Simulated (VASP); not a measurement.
Shape and ions are relaxed at each volume.

Input:

```yaml
crystal:
  lattice:
    - [2.84258, 0.00000, 0.00000]
    - [0.00000, 2.84258, 0.00000]
    - [0.00000, 0.00000, 4.08746]
  atoms:
    - { symbol: Ti, position: [0.00000, 0.00000, 0.00000] }
    - { symbol: Al, position: [0.50000, 0.50000, 0.50000] }
```

Calculation: revPBE GGA, VASP's PBE PAW potentials (set 64) (plane waves; VASP). Settings: 520 eV cut-off, 13×13×9 Γ-centred mesh, first-order Methfessel-Paxton smearing of 0.10 eV, potentials Ti_sv Al.

Task: Give the energy at these volumes per atom, relative to the lowest: 15.52, 16.01, 16.51, 17.00, 17.50 Å³.

Result: 22.8, 5.5, 0.0, 4.7, 18.2 meV/atom. A third-order Birch-Murnaghan fit gives B0 = 109 GPa and B0′ = 3.9.

The compound is TiAl in the L1_0 structure. It was relaxed first.
